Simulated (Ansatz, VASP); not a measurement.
## NaTi2B6 in VASP and in Ansatz

Contents of INCAR:

```
SYSTEM = NaTi2B6
PREC = Accurate
ENCUT = 520
EDIFF = 1E-6
ISMEAR = 0
SIGMA = 0.1
LREAL = .False.
LASPH = .True.
NELM = 60
ALGO = Normal
ISIF = 2
LWAVE = .False.
LCHARG = .False.
GGA = PE
NBANDS = 34
```

The input KPOINTS:

```
Automatic mesh
0
Gamma
  6 6 6
  0 0 0
```

File POSCAR:

```
NaTi2B6
1.0
    2.5768973800      1.4877724000      3.4349394500
   -2.5768973800      1.4877724000      3.4349394500
    0.0000000000     -2.9755448000      3.4349394500
Na Ti B
1 2 6
Direct
    0.5000000000      0.5000000000      0.5000000000
    0.8665649300      0.8665649300      0.8665649300
    0.1334350700      0.1334350700      0.1334350700
    0.2365465200      0.7634534800      0.0000000000
    0.0000000000      0.2365465200      0.7634534800
    0.7634534800      0.0000000000      0.2365465200
    0.7634534800      0.2365465200      0.0000000000
    0.0000000000      0.7634534800      0.2365465200
    0.2365465200      0.0000000000      0.7634534800
```

Input for Ansatz:

```yaml
crystal:
  lattice:
    - [2.57689738, 1.4877724, 3.43493945]
    - [-2.57689738, 1.4877724, 3.43493945]
    - [0.0, -2.9755448, 3.43493945]
  atoms:
    - { symbol: Na, position: [0.5, 0.5, 0.5] }
    - { symbol: Ti, position: [0.86656493, 0.86656493, 0.86656493] }
    - { symbol: Ti, position: [0.13343507, 0.13343507, 0.13343507] }
    - { symbol: B, position: [0.23654652, 0.76345348, 0.0] }
    - { symbol: B, position: [0.0, 0.23654652, 0.76345348] }
    - { symbol: B, position: [0.76345348, 0.0, 0.23654652] }
    - { symbol: B, position: [0.76345348, 0.23654652, 0.0] }
    - { symbol: B, position: [0.0, 0.76345348, 0.23654652] }
    - { symbol: B, position: [0.23654652, 0.0, 0.76345348] }
basis:
  ecutwfc: 420
kpoints:
  mp_grid: { grid: [6, 6, 6] }
hamiltonian:
  xc: pbe
scf:
  occupations: { method: gaussian, width: 0.1 }
  lower_state_search: "off"
output:
  forces: true
  stress: true
  eigenvalues: true
```

Alike in both runs: task single point; functional PBE; k mesh 6 × 6 × 6; occupations gaussian, width 0.1 eV; no spin polarisation.

|  | VASP | Ansatz |
| --- | --- | --- |
| version | VASP 6.6.1 | Ansatz 0.2.0 |
| potentials or method | VASP PAW PBE potentials, release 64 (Na_pv, Ti_sv, B) | scalar-relativistic, plane waves, PAW |
| plane-wave cutoff (eV) | 520 | 420 |
| valence electrons in the cell | 49 | 51 |

VASP gave:

| Property | Result |
| --- | --- |
| gap on the k mesh at the Fermi level (eV) | none |
| rms of the force components (eV/Å) | 13.598 |

**Question.** Which values does Ansatz return?

**Answer.** gap on the k mesh at the Fermi level (eV): none; rms of the force components (eV/Å): 13.419.

Atom by atom the forces differ by 0.180 eV/Å (rms over components). A gap of «none» marks a metal or a gap that the smearing closes. The two sets of potentials don't hold the same shells in valence.

Caveats: forces of over 1 eV/Å show positions far from the minimum, so gaps and moduli don't describe the material at rest.
